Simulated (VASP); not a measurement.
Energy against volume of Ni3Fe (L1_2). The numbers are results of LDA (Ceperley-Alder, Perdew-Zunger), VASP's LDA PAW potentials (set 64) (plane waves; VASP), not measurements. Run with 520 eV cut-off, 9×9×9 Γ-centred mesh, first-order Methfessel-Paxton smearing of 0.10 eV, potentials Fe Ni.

| V (Å³/atom) | E (eV/atom) |
|---|---|
| 9.607 | -7.26662 |
| 9.913 | -7.29153 |
| 10.220 | -7.29921 |
| 10.527 | -7.29248 |

Problem. Fit these four points and predict the energy of the run at 10.833 Å³/atom.

Solution. A cubic in V^(−2/3), the third-order Birch-Murnaghan form, passes through the four points with V0 = 10.22 Å³/atom and B0 = 250 GPa, and gives -7.2738 eV/atom there. The run gave -7.2736 eV/atom, +0.2 meV/atom from the fit; all five points give B0 = 251 GPa.

The compound is Ni3Fe in the L1_2 structure. It was relaxed first, which changed the volume by -9 %.
